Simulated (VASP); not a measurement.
## InSb3: single point with PBEsol

The system is InSb3.

```
Sb In
1.0
     0.00000    3.79455    3.79455
     3.79455    0.00000    3.79455
     3.79455    3.79455    0.00000
Sb In
3 1
Direct
  0.50548 0.51132 0.48481
  0.75134 0.75080 0.73194
  0.24282 0.26316 0.24665
  0.99144 0.99482 0.00917
```

The cell comes from a database or a generator and needn't be the stable form of this composition.

The cell isn't the ideal one: atoms moved at random, drawn with an rms of 0.05 Å.

```yaml
Program: VASP 6.6.1
Task: single point
Functional: PBEsol
Potentials_or_basis: VASP PAW PBE potentials, release 64 (Sb, In_d)
Cutoff: 520 eV
k_mesh: 6 × 6 × 6
Occupations: fermi-dirac, width 0.05 eV
Spin: no spin polarisation
Ladder: free
Further_INCAR_settings: ALGO = Normal; EDIFF = 1e-07; NBANDS = 22
```

```json
{"Pressure": "-3.0 GPa", "Largest force": "0.188 eV/Å", "Band gap on the k mesh": "none (metal or under the smearing width)"}
```

Forces on the atoms (eV/Å):
```
Sb   0.023  0.030 -0.085
Sb   0.099  0.056 -0.025
Sb  -0.073  0.002 -0.049
In  -0.050 -0.088  0.158
```

Stress tensor (GPa, compression positive):
```
-2.92  0.06  0.06
 0.06 -3.07  0.27
 0.06  0.27 -3.01
```

Levels at points of the mesh, in eV from the Fermi level:
```
           k point  band 12  band 13  band 14  band 15  band 16  band 17
(0.00, 0.00, 0.00)    -2.54    -2.48    -2.40    -2.31    -0.97    -0.80
(0.50, 0.00, 0.00)    -2.81    -2.52    -0.33    -0.24     1.72     1.83
(0.00, 0.50, 0.00)    -2.85    -2.59    -0.38    -0.15     1.81     1.94
(0.00, 0.00, 0.50)    -2.86    -2.62    -0.38    -0.14     1.83     1.95
(0.50, 0.50, 0.50)    -2.73    -2.54    -0.33    -0.27     1.69     1.77
(0.50, 0.50, 0.00)     0.22     0.80     0.83     1.15     1.50     1.69
(0.00, 0.50, 0.50)     0.22     0.80     0.83     1.11     1.63     1.65
(0.50, 0.00, 0.50)     0.22     0.79     0.82     1.14     1.51     1.70
```

It took 2.7 min on 1 thread of AMD EPYC 9R14 (Zen 4), on a shared host, peak memory 0.38 GiB.

Caveat: the PAW data sets were made with another functional, which shifts forces and pressure a little. Spin-orbit coupling is left out, which matters for the levels of Sb.
